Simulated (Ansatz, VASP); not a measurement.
# One calculation of KHgH3, two programs

INCAR

```
  ALGO = Fast
  EDIFF = 1E-7
  ENCUT = 520
  GGA = PE
  ISIF = 2
  ISMEAR = 0
  LASPH = T
  LCHARG = F
  LREAL = F
  LWAVE = F
  NBANDS = 20
  NELM = 60
  PREC = Accurate
  SIGMA = 0.05
```

KPOINTS

```
k-points
0
Gamma
  4 4 4
```

Contents of POSCAR:

```
KHgH3
1.0
    4.6481590997      0.0000000000      0.0000000000
    0.0000000000      4.6481590997      0.0000000000
    0.0000000000      0.0000000000      4.6481590997
K Hg H
1 1 3
Direct
    0.0000000000      0.0000000000      0.0000000000
    0.5000000000      0.5000000000      0.5000000000
    0.5000000000      0.5000000000      0.0000000000
    0.5000000000      0.0000000000      0.5000000000
    0.0000000000      0.5000000000      0.5000000000
```

Input for Ansatz:

```yaml
crystal:
  lattice:
    - [4.6481590997, 0.0, 0.0]
    - [0.0, 4.6481590997, 0.0]
    - [0.0, 0.0, 4.6481590997]
  atoms:
    - { symbol: K, position: [0.0, 0.0, 0.0] }
    - { symbol: Hg, position: [0.5, 0.5, 0.5] }
    - { symbol: H, position: [0.5, 0.5, 0.0] }
    - { symbol: H, position: [0.5, 0.0, 0.5] }
    - { symbol: H, position: [0.0, 0.5, 0.5] }
basis:
  ecutwfc: 420
kpoints:
  mp_grid: { grid: [4, 4, 4] }
hamiltonian:
  xc: pbe
scf:
  occupations: { method: gaussian, width: 0.05 }
output:
  forces: true
  stress: true
  eigenvalues: true
```

The cell comes from a database or a generator and needn't be the stable form of this composition.

Alike in both runs: task single point; functional PBE; k mesh 4 × 4 × 4; occupations gaussian, width 0.05 eV; no spin polarisation.

|  | VASP | Ansatz |
| --- | --- | --- |
| version | VASP 6.6.1 | Ansatz 0.2.0 |
| potentials or method | VASP PAW PBE potentials, release 64 (K_sv, Hg, H) | scalar-relativistic, plane waves, PAW |
| plane-wave cutoff (eV) | 520 | 420 |
| valence electrons in the cell | 24 | 32 |

```tsv
	VASP	Ansatz	Ansatz less VASP
gap on the k mesh at the Fermi level (eV)	none	none	-
pressure (GPa)	-6.7	-6.7	+0.02
```

A gap of «none» marks a metal or a gap that the smearing closes. The two sets of potentials don't hold the same shells in valence.

Spin-orbit coupling is left out, which matters for the levels of Hg.
